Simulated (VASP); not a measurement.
A cell of GaSb (zinc blende) near equilibrium:

```xyz
2
Lattice="0.0000 3.0544 3.0544 3.0544 0.0000 3.0544 3.0544 3.0544 0.0000" Properties=species:S:1:pos:R:3 pbc="T T T"
Ga     0.0000     0.0000     0.0000
Sb     1.5272     1.5272     1.5272
```

These are PBEsol GGA, VASP's PBE PAW potentials (set 64) (plane waves; VASP) values and carry that method's errors.

| run | ΔE (meV/atom) | σxx | σyy | σzz | largest shear component, with its sign (GPa) |
|---|---|---|---|---|---|
| as it is | 0.0 | 0.14 | 0.14 | 0.14 | 0.00 |
| after one change | 81.1 | 8.70 | 8.70 | 8.70 | 0.00 |
Stress is in GPa, positive when the cell is compressed.

### Question
Which change was made?
(A) biaxial strain of -1.5 % in the xz plane
(B) biaxial strain of +0.5 % in the xy plane
(C) isotropic strain of -4.0 %
(D) isotropic strain of +2.0 %

### Answer
C, isotropic strain of -4.0 %

The compound is GaSb in the zinc blende structure.
